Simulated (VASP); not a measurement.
Consider the following.

```xyz
6
Lattice="4.3415 0.0000 0.0000 -2.1708 3.7599 0.0000 0.0000 0.0000 7.1196" Properties=species:S:1:pos:R:3 pbc="T T T"
Y      0.0000     0.0000     0.0000
Y      0.0000     0.0000     3.5598
Zn     2.1708     1.2533     1.7799
Zn     0.0000     2.5066     5.3397
Ga     2.1708     1.2533     5.3397
Ga     0.0000     2.5066     1.7799
```

Calculation: PBEsol GGA, VASP's PBE PAW potentials (set 64) (plane waves; VASP). Numerical set-up: 400 eV cut-off, Gaussian smearing of 0.050 eV, potentials Y_sv Zn Ga_d.

Problem. Give the energies of bands 29 to 42 at the high-symmetry points, in eV from the Fermi level.

Solution. 
```
band      Γ      M      K      A      L      H
----  -----  -----  -----  -----  -----  -----
29    -7.10  -6.14  -5.72  -7.01  -6.04  -5.70
30    -6.25  -6.12  -5.72  -7.01  -6.04  -5.70
31    -4.03  -5.40  -4.77  -1.55  -4.91  -4.90
32    -1.01  -3.55  -4.77  -1.55  -4.91  -4.90
33    -1.01  -1.78  -3.64  -0.25  -1.29  -2.63
34     0.10  -1.46  -1.28  -0.25  -1.29  -2.63
35     0.62  -1.11  -1.09  -0.25  -0.23  -0.13
36     0.62  -0.72  -1.09  -0.25  -0.23  -0.13
37     1.38  -0.70   1.73   1.52   0.08   0.30
38     1.84   1.42   2.16   1.52   0.08   0.30
39     1.84   2.96   2.16   1.52   2.63   2.60
40     1.90   3.00   2.58   1.52   2.63   2.60
41     1.90   3.38   2.58   1.86   3.33   4.10
42     2.62   3.54   2.93   1.86   3.34   4.13
```

It has no gap at this level: it comes out as a metal or semimetal.

The structure comes from a computed database's YZnGa entry (P6_3/mmc); how it stands against other phases isn't given here. It was relaxed first.
